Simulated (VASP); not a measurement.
```
Zn
1.0
    1.35536    -2.33525     0.00000
    1.35536     2.33525     0.00000
    0.00000     0.00000     4.81502
Zn
2
Direct
  0.33333   0.66667   0.25000
  0.70048   0.36715   0.75000
```

Calculation: PBE GGA, VASP's PBE PAW potentials (set 64) (plane waves; VASP). Settings: 400 eV cut-off, 12×12×6 Γ-centred mesh, first-order Methfessel-Paxton smearing of 0.10 eV, potentials Zn.

Gaps are read on the run's mesh, which can miss a band edge.

Predict the energy per atom (σ→0), pressure, largest force, band gap (on the k-mesh) with the smallest direct gap where there is one.

* **band gap (on the k-mesh)**: none (metal, semimetal or under 0.01 eV)
* **energy per atom (σ→0)**: -1084 meV/atom
* **pressure**: -1.29 GPa
* **largest force**: 0.051 eV/Å

Only differences to runs with the same potentials and settings are physical.

The compound is Zn in the hcp structure. The cell was not relaxed at this level, atoms are displaced from their ideal sites. The run is one of a series of settings (KPOINTS 12×12×6 Γ-centred mesh against the base run), some of them coarse on purpose.
